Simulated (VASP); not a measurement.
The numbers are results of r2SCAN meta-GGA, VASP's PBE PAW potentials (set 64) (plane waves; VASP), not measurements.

VASP ran on this input.

KPOINTS:
```
Automatic mesh
0
Gamma
8 8 8
0 0 0
```

### POSCAR
```
Rb
1
   -2.9025264445     2.9025264445     2.9025264445
    2.9025264445    -2.9025264445     2.9025264445
    2.9025264445     2.9025264445    -2.9025264445
Rb
1
Direct
  0.0000000000   0.0000000000   0.0000000000
```

### INCAR
```
! general
SYSTEM =Rb
PREC   =Accurate
ENCUT  =480
LREAL  =F   ! projection in real space or not
LASPH  =T   ! aspherical one-centre terms

! electronic loop
EDIFF  =1E-7
NELM   =100
ALGO   =Normal   ! blocked Davidson
LMAXMIX=4   ! l cut-off of mixed one-centre charges
LMIXTAU=T

! smearing
ISMEAR =1   ! Methfessel-Paxton
SIGMA  =0.1   ! width (eV)

! functional
METAGGA=R2SCAN

! ions
ISIF   =2   ! forces and stress, cell fixed

! output
LWAVE  =F
LCHARG =F
```

POTCAR, in this order: Rb_sv (PBE.64 set). Program: vasp_std.

What will the output report for the number of irreducible k-points (NKPTS), number of bands (NBANDS), largest plane-wave count, number of space-group operations, FFT grid (NGX, NGY, NGZ)?

The number of irreducible k-points (NKPTS) is 29, the number of bands (NBANDS) comes out as 8 and the largest plane-wave count is 2382. The number of space-group operations is 48 and the FFT grid (NGX, NGY, NGZ) is 36 × 36 × 36.

The compound is Rb in the bcc structure. This cell was strained or had an atom moved on purpose.
